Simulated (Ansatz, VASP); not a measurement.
Al2Cl: VASP beside Ansatz

File INCAR:

```
PREC = Accurate
ENCUT = 600
EDIFF = 1E-6
ISMEAR = 0
SIGMA = 0.1
LREAL = False
LASPH = True
NELM = 100
ALGO = Normal
ISIF = 3
LWAVE = False
LCHARG = False
GGA = PE
IBRION = 2
NSW = 100
EDIFFG = -0.01
```

File KPOINTS:

```
Automatic mesh
0
Gamma
  12 12 12
```

Contents of POSCAR:

```
Al2Cl
1.0
    0.0000000000      3.4630047901      3.4630047901
    3.4630047901      0.0000000000      3.4630047901
    3.4630047901      3.4630047901      0.0000000000
Al Cl
2 1
Direct
    0.2500000000      0.2500000000      0.2500000000
    0.7500000000      0.7500000000      0.7500000000
    0.0000000000      0.0000000000      0.0000000000
```

Input for Ansatz:

```yaml
crystal:
  lattice:
    - [0.0, 3.4630047901, 3.4630047901]
    - [3.4630047901, 0.0, 3.4630047901]
    - [3.4630047901, 3.4630047901, 0.0]
  atoms:
    - { symbol: Al, position: [0.25, 0.25, 0.25] }
    - { symbol: Al, position: [0.75, 0.75, 0.75] }
    - { symbol: Cl, position: [0.0, 0.0, 0.0] }
basis:
  ecutwfc: 420
kpoints:
  mp_grid: { grid: [12, 12, 12] }
hamiltonian:
  xc: pbe
scf:
  occupations: { method: gaussian, width: 0.1 }
output:
  forces: true
  stress: true
  eigenvalues: true
  write_density: true
  write_potential: true
  elf: true
  volumetric_format: npy
relax:
  adjacent_minimum: "off"
  f_tol: 0.01
  max_steps: 80
  cell: { stress_tol: 0.05 }
```

Change from the starting cell: species swapped into the Al2Au type (Fm-3m, No. 225).

Alike in both runs: task relaxation of cell and atoms; functional PBE; k mesh 12 × 12 × 12; occupations gaussian, width 0.1 eV; no spin polarisation.

```csv
,VASP,Ansatz
version,VASP 6.6.1,Ansatz 0.2.0
potentials or method,"VASP PAW PBE potentials, release 64 (Al, Cl)","scalar-relativistic, plane waves, PAW"
plane-wave cutoff (eV),600,420
valence electrons in the cell,13,13
```

|  | VASP | Ansatz | Ansatz less VASP |
| --- | --- | --- | --- |
| gap on the k mesh at the Fermi level, each at its own relaxed structure (eV) | none | none | - |
| relaxed volume (Å³/atom) | 28.00 | 27.99 | -0.005 |
| relaxed cell length with the largest relative difference (Å) | 4.916 | 4.915 | -0.0003 |

A gap of «none» marks a metal or a gap that the smearing closes.

Caveats: an odd number of electrons without spin polarisation forces a metal; a magnetic or distorted state may lie lower.
